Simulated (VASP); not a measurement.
# TaGa2 (Fm-3m) in VASP: density of states with PBEsol

Aim: the density of states of TaGa2 with PBEsol.

All numbers are computed with VASP 6.6.1; they aren't measurements. Logs are shortened: lines on timing, memory, paths and dates and some standing lists are left out, and cuts for length are marked.

**1. The crystal as given**

The structure is cubic, space group Fm-3m (No. 225). Conventional cell: a = 6.142 Å, b = 6.142 Å, c = 6.142 Å, α = 90.00°, β = 90.00°, γ = 90.00°. Ta (site symmetry m-3m) is surrounded by 8 Ga at 2.66 Å. Around Ga (site symmetry -43m) lie 4 Ta at 2.66 Å.

The cell comes from a database or a generator and needn't be the stable form of this composition.

**2. Density of states, PBEsol**

POSCAR reads:

```
TaGa2
1.0
    0.0000000000      3.0709371496      3.0709371496
    3.0709371496      0.0000000000      3.0709371496
    3.0709371496      3.0709371496      0.0000000000
Ta Ga
1 2
Direct
    0.0000000000      0.0000000000      0.0000000000
    0.2500000000      0.2500000000      0.2500000000
    0.7500000000      0.7500000000      0.7500000000
```

INCAR.step1 reads:

```
PREC = Accurate ; ENCUT = 520
EDIFF = 1E-6 ; ISMEAR = 0
SIGMA = 0.05 ; LREAL = F
LASPH = T ; NELM = 60
ALGO = Normal ; ISIF = 2
LWAVE = F ; LCHARG = T
LMAXMIX = 4 ; GGA = PS
NBANDS = 26
```

KPOINTS.step1 reads:

```
regular mesh
0
Gamma
  10 10 10
```

INCAR.step2 reads:

```
PREC = Accurate ; ENCUT = 520
EDIFF = 1E-6 ; ISMEAR = -5
SIGMA = 0.05 ; LREAL = F
LASPH = T ; NELM = 60
ALGO = Normal ; ISIF = 2
LWAVE = F ; LCHARG = F
LMAXMIX = 4 ; GGA = PS
LORBIT = 11 ; NBANDS = 26
NEDOS = 2001 ; ICHARG = 11
```

KPOINTS.step2 reads:

```
regular mesh
0
Gamma
  15 15 15
```

Potentials or basis: VASP PAW PBE potentials, release 64 (Ta_pv, Ga_d).

The run is started by

```console
$ cat potpaw_PBE.64/Ta_pv/POTCAR potpaw_PBE.64/Ga_d/POTCAR > POTCAR
$ cp INCAR.step1 INCAR
$ cp KPOINTS.step1 KPOINTS
$ mpirun -np 1 vasp_std > vasp.out
$ cp INCAR.step2 INCAR
$ cp KPOINTS.step2 KPOINTS
$ mpirun -np 1 vasp_std > vasp.out
```

OUTCAR:

```text
PREC = Accurate
   ENCUT = 520
   EDIFF = 1E-6
   ISMEAR = -5
   LREAL = F
   LASPH = T
   NELM = 60
   ISIF = 2
   GGA = PS
   LORBIT = 11
   ICHARG = 11

 ion  position               nearest neighbor table
   1  0.000  0.000  0.000-   3 2.66   3 2.66   3 2.66   2 2.66   3 2.66   2 2.66   2 2.66   2 2.66

   2  0.250  0.250  0.250-   1 2.66   1 2.66   1 2.66   1 2.66
   3  0.750  0.750  0.750-   1 2.66   1 2.66   1 2.66   1 2.66

  LATTYP: Found a face centered cubic cell.
 ALAT       =     6.1418742992

  Lattice vectors:

 A1 = (   0.0000000000,   3.0709371496,   3.0709371496)
 A2 = (   3.0709371496,   0.0000000000,   3.0709371496)
 A3 = (   3.0709371496,   3.0709371496,   0.0000000000)

Analysis of symmetry for initial positions (statically):
=====================================================================
 Subroutine PRICEL returns:
 Original cell was already a primitive cell.

 Routine SETGRP: Setting up the symmetry group for a
 face centered cubic supercell.

 Subroutine GETGRP returns: Found 48 space group operations
 (whereof 48 operations were pure point group operations)
 out of a pool of 48 trial point group operations.

The static configuration has the point symmetry O_h .

Analysis of symmetry for dynamics (positions and initial velocities):
=====================================================================
 Subroutine PRICEL returns:
 Original cell was already a primitive cell.

 Routine SETGRP: Setting up the symmetry group for a
 face centered cubic supercell.

 Subroutine GETGRP returns: Found 48 space group operations
 (whereof 48 operations were pure point group operations)
 out of a pool of 48 trial point group operations.

The dynamic configuration has the point symmetry O_h .

 Subroutine INISYM returns: Found 48 space group operations
 (whereof 48 operations are pure point group operations),
 and found     1 'primitive' translations

----------------------------------------------------------------------------------------

                                     Primitive cell

  volume of cell :      57.9219

  direct lattice vectors                    reciprocal lattice vectors
     0.000000000  3.070937150  3.070937150    -0.162816748  0.162816748  0.162816748
     3.070937150  0.000000000  3.070937150     0.162816748 -0.162816748  0.162816748
     3.070937150  3.070937150  0.000000000     0.162816748  0.162816748 -0.162816748

  length of vectors
     4.342960966  4.342960966  4.342960966     0.282006880  0.282006880  0.282006880

  position of ions in fractional coordinates (direct lattice)
     0.000000000  0.000000000  0.000000000
     0.250000000  0.250000000  0.250000000
     0.750000000  0.750000000  0.750000000

  ion indices of the primitive-cell ions
   primitive index   ion index
                 1           1
                 2           2
                 3           3

----------------------------------------------------------------------------------------

 KPOINTS: regular mesh

Automatic generation of k-mesh.
 Grid dimensions read from file:
 generate k-points for:   15   15   15

 Generating k-lattice:

  Cartesian coordinates                     Fractional coordinates (reciprocal lattice)
    -0.010854450  0.010854450  0.010854450     0.066666667  0.000000000  0.000000000
     0.010854450 -0.010854450  0.010854450     0.000000000  0.066666667  0.000000000
     0.010854450  0.010854450 -0.010854450     0.000000000  0.000000000  0.066666667

  Length of vectors
     0.018800459  0.018800459  0.018800459

  Shift w.r.t. Gamma in fractional coordinates (k-lattice)
     0.000000000  0.000000000  0.000000000

 TETIRR: Found    484 inequivalent tetrahedra from    20250

 Subroutine IBZKPT returns following result:
 ===========================================

 Found    120 irreducible k-points:

 Following reciprocal coordinates:
            Coordinates               Weight
  0.000000  0.000000  0.000000      1.000000
  0.066667  0.000000  0.000000      8.000000
  0.133333  0.000000  0.000000      8.000000
  0.200000  0.000000  0.000000      8.000000
  0.266667  0.000000  0.000000      8.000000
  0.333333  0.000000  0.000000      8.000000
[... 16 lines left out ...]
  0.133333  0.133333  0.000000      6.000000
  0.200000  0.133333  0.000000     24.000000
 [... further k-points ...]
   k-points           NKPTS =    120   k-points in BZ     NKDIM =    120   number of bands    NBANDS=     26
   number of dos      NEDOS =   2001   number of ions     NIONS =      3
   total plane-waves  NPLWV =  32768
   dimension x,y,z NGX =    32 NGY =   32 NGZ =   32
   dimension x,y,z NGXF=    64 NGYF=   64 NGZF=   64
   ions per type =               1   2
   NGX,Y,Z   is equivalent  to a cutoff of  12.25, 12.25, 12.25 a.u.
   NGXF,Y,Z  is equivalent  to a cutoff of  24.50, 24.50, 24.50 a.u.
 SYSTEM =  unknown system
   PREC   = accura    normal or accurate (medium, high low for compatibility)
   ISTART =      0    job   : 0-new  1-cont  2-samecut
   ICHARG =     11    charge: 1-file 2-atom 10-const
   ISPIN  =      1    spin polarized calculation?
   LNONCOLLINEAR =      F non collinear calculations
   LSORBIT =      F    spin-orbit coupling
   LASPH  =      T    aspherical Exc in radial PAW
   ENCUT  =  520.0 eV  38.22 Ry    6.18 a.u.   8.08  8.08  8.08*2*pi/ulx,y,z
   NELM   =     60;   NELMIN=  2; NELMDL=  0     # of ELM steps
   EDIFF  = 0.1E-05   stopping-criterion for ELM
   LREAL  =      F    real-space projection
   EDIFFG = 0.1E-04   stopping-criterion for IOM
   NSW    =      0    number of steps for IOM
   IBRION =     -1    ionic relax: 0-MD 1-quasi-New 2-CG
   NFREE  =      0    steps in history (QN), initial steepest desc. (CG)
   ISIF   =      2    stress and relaxation
   ISYM   =      2    0-nonsym 1-usesym 2-fastsym
   POTIM  = 0.5000    time-step for ionic-motion
   TEBEG  =    0.0;   TEEND  =   0.0 temperature during run
   PSTRESS=    0.0 pullay stress
   NELECT =      37.0000    total number of electrons
   NUPDOWN=      -1.0000    fix difference up-down
   EMIN   =  10.00;   EMAX   =-10.00  energy-range for DOS
   EFERMI =   0.00;   METHOD = LEGACY
   ISMEAR =    -5;   SIGMA  =   0.05  broadening in eV -4-tet -1-fermi 0-gaus
   EFERMI_NEDOS =   21; number of points for ismear=-14 and -15
   IALGO  =     38    algorithm
   IMIX   =      4    mixing-type and parameters
     AMIX     =   0.40;   BMIX     =  1.00
     AMIX_MAG =   1.60;   BMIX_MAG =  1.00
  volume/ion in A,a.u.               =      19.31       130.29
  Fermi-wavevector in a.u.,A,eV,Ry     =   1.409920  2.664363 27.046674  1.987874
  Thomas-Fermi vector in A             =   2.531927
   LORBIT       =     11    0 simple, 1 ext, 2 COOP (PROOUT), +10 PAW based schemes
   GGA     = PS    functional components
   LHFCALC =     F    Hartree Fock is set to
   AEXX    =    0.0000 exact exchange contribution
   IVDW    =     0    specifies the selected vdW correction
   LEPSILON=     F    determine dielectric tensor
   LRPA    =     F    only Hartree local field effects (RPA)
 non-spin polarized calculation
 Fermi weights with tetrahedron method with Bloechl corrections
  energy-cutoff  :      520.00
  volume of cell :       57.92
 maximum number of plane-waves:      1584

 number of electron      36.9999987 magnetization

 Free energy of the ion-electron system (eV)
  ---------------------------------------------------
  ext. energy  EPLUGINS =         0.00000000
  ---------------------------------------------------
  free energy    TOTEN  =       -17.84856670 eV

  energy without entropy =      -17.84856670  energy(sigma->0) =      -17.84856670

 E-fermi :   5.0266     XC(G=0): -11.3251

 val. band max:        5.0886860901   @ k =   0.1333   0.0000   0.0000
 cond. band min:       4.9629971223   @ k =   0.2000   0.0000   0.0000
 fundamental gap:     -0.1256889677
 Fermi energy:         5.0265901055

 k-point     1 :       0.0000    0.0000    0.0000
  band No.  band energies     occupation
      1     -29.7358      2.00000
      2     -29.7358      2.00000
      3     -29.7358      2.00000
      4      -9.7252      2.00000
      5      -9.7252      2.00000
      6      -9.6372      2.00000
[... 18 lines left out ...]
     25      11.0663      0.00000
     26      11.0663      0.00000

 k-point     2 :       0.0667    0.0000    0.0000
  band No.  band energies     occupation
      1     -29.7367      2.00000
      2     -29.7359      2.00000
      3     -29.7359      2.00000
      4      -9.7216      2.00000
      5      -9.7216      2.00000
      6      -9.6394      2.00000
[... 18 lines left out ...]
     25      10.9776      0.00000
     26      10.9776      0.00000

 k-point     3 :       0.1333    0.0000    0.0000
  band No.  band energies     occupation
      1     -29.7392      2.00000
      2     -29.7363      2.00000
      3     -29.7363      2.00000
      4      -9.7110      2.00000
      5      -9.7110      2.00000
      6      -9.6442      2.00000
[... 18 lines left out ...]
     25      11.1467      0.00000
     26      11.1467      0.00000

 k-point     4 :       0.2000    0.0000    0.0000
  band No.  band energies     occupation
      1     -29.7429      2.00000
      2     -29.7368      2.00000
      3     -29.7368      2.00000
      4      -9.6940      2.00000
      5      -9.6940      2.00000
      6      -9.6482      2.00000
[... 18 lines left out ...]
     25      11.5826      0.00000
     26      11.5827      0.00000
[... 496 lines left out ...]
      1     -29.7380      2.00000
      2     -29.7364      2.00000
      3     -29.7360      2.00000
      4      -9.7192      2.00000
      5      -9.7123      2.00000
      6      -9.6427      2.00000
[... 18 lines left out ...]
     25      10.8080      0.00000
     26      11.2861      0.00000

 k-point    23 :       0.1333    0.1333    0.0000
  band No.  band energies     occupation
      1     -29.7393      2.00000
      2     -29.7370      2.00000
      3     -29.7370      2.00000
      4      -9.7200      2.00000
      5      -9.6948      2.00000
      6      -9.6480      2.00000
[... 18 lines left out ...]
     25      11.0185      0.00000
     26      11.0185      0.00000

 k-point    24 :       0.2000    0.1333    0.0000
  band No.  band energies     occupation
      1     -29.7417      2.00000
      2     -29.7376      2.00000
      3     -29.7375      2.00000
      4      -9.7141      2.00000
      5      -9.6788      2.00000
      6      -9.6524      2.00000
[... 18 lines left out ...]
     25      11.3283      0.00000
     26      11.4634      0.00000

 [... further k-points ...]

------------------------ aborting loop because EDIFF is reached ----------------------------------------

  FORCE on cell =-STRESS in cart. coord.  units (eV):
  Direction    XX          YY          ZZ          XY          YZ          ZX
  --------------------------------------------------------------------------------------
  -------------------------------------------------------------------------------------
  Total        0.1395839      0.1395839      0.1395839      0.0000000      0.0000000     -0.0000000
  in kB        3.8610298      3.8610298      3.8610298      0.0000000      0.0000000     -0.0000000
  external PRESSURE =       3.8610298 kB  Pullay stress =       0.0000000 kB

 VOLUME and BASIS-vectors are now :
 -----------------------------------------------------------------------------
  energy-cutoff  :      520.00
  volume of cell :       57.92
      direct lattice vectors                 reciprocal lattice vectors
     0.000000000  3.070937150  3.070937150    -0.162816748  0.162816748  0.162816748
     3.070937150  0.000000000  3.070937150     0.162816748 -0.162816748  0.162816748
     3.070937150  3.070937150  0.000000000     0.162816748  0.162816748 -0.162816748

 POSITION                                       TOTAL-FORCE (eV/Angst)
 -----------------------------------------------------------------------------------
      0.00000      0.00000      0.00000        -0.000000     -0.000000      0.000000
      1.53547      1.53547      1.53547         0.000000      0.000000      0.000000
      4.60641      4.60641      4.60641        -0.000000     -0.000000     -0.000000
 -----------------------------------------------------------------------------------
    total drift:                               -0.000000     -0.000000      0.000000

  FREE ENERGIE OF THE ION-ELECTRON SYSTEM (eV)
  ---------------------------------------------------
  free  energy   TOTEN  =       -17.8485667011 eV

  energy  without entropy=      -17.8485667011  energy(sigma->0) =      -17.84856670

 total charge

# of ion       s       p       d       tot
------------------------------------------
    1        0.360   6.103   2.414   8.877
    2        0.948   0.825   9.970  11.743
    3        0.948   0.825   9.970  11.743
--------------------------------------------------
tot          2.256   7.753  22.354  32.364
```

Run time: 65 s. Hardware: 1 thread of Intel Xeon 6975P-C (Granite Rapids), shared host; peak memory 0.29 GiB.

What came out:

| Quantity | Value |
| --- | --- |
| Valence electrons inside the program's atomic spheres | Ta 8.88; Ga 11.74 |

States per cell in windows of 0.5 eV (zero at the Fermi level; states under -8 eV left out):
```tsv
from (eV)	total	Ta1_d	Ga2_p	Ga3_p	Ga2_s	Ga3_s	Ta1_p
-8.0	0.40	0.01	0.01	0.01	0.08	0.08	0.01
-7.5	0.35	0.01	0.01	0.01	0.07	0.07	0.01
-7.0	0.33	0.01	0.01	0.01	0.08	0.08	0.01
-6.5	0.81	0.05	0.01	0.01	0.19	0.19	0.03
-6.0	0.73	0.10	0.01	0.01	0.17	0.17	0.02
-5.5	0.29	0.05	0.01	0.01	0.06	0.06	0.00
-5.0	0.24	0.04	0.02	0.02	0.03	0.03	0.00
-4.5	0.27	0.03	0.03	0.03	0.02	0.02	0.00
-4.0	0.33	0.05	0.04	0.04	0.01	0.01	0.01
-3.5	0.54	0.10	0.06	0.06	0.01	0.01	0.01
-3.0	1.27	0.36	0.15	0.15	0.01	0.01	0.02
-2.5	1.46	0.42	0.17	0.17	0.01	0.01	0.02
-2.0	0.72	0.20	0.09	0.09	0.01	0.01	0.02
-1.5	0.88	0.27	0.09	0.09	0.01	0.01	0.02
-1.0	0.58	0.23	0.05	0.05	0.01	0.01	0.01
-0.5	0.95	0.45	0.06	0.06	0.01	0.01	0.01
0.0	1.58	0.88	0.07	0.07	0.01	0.01	0.02
0.5	1.48	0.90	0.04	0.04	0.01	0.01	0.02
1.0	1.00	0.46	0.06	0.06	0.02	0.02	0.04
1.5	0.96	0.34	0.09	0.09	0.01	0.01	0.06
2.0	1.08	0.37	0.10	0.10	0.04	0.04	0.07
2.5	0.58	0.14	0.06	0.06	0.03	0.03	0.04
3.0	0.53	0.10	0.06	0.06	0.03	0.03	0.03
3.5	0.48	0.10	0.06	0.06	0.03	0.03	0.03
4.0	0.38	0.08	0.04	0.04	0.03	0.03	0.02
4.5	0.46	0.10	0.04	0.04	0.04	0.04	0.01
5.0	0.74	0.17	0.06	0.06	0.05	0.05	0.01
5.5	0.61	0.17	0.04	0.04	0.05	0.05	0.01
6.0	0.63	0.14	0.06	0.06	0.04	0.04	0.01
6.5	0.82	0.20	0.08	0.08	0.04	0.04	0.01
7.0	0.38	0.07	0.05	0.05	0.00	0.00	0.00
7.5	1.89	0.51	0.27	0.27	0.01	0.01	0.01
```

Caveat: the PAW data sets were made with another functional, which shifts forces and pressure a little; tetrahedron occupations give inexact forces and stress in metals. Spin-orbit coupling is left out, which matters for the levels of Ta.
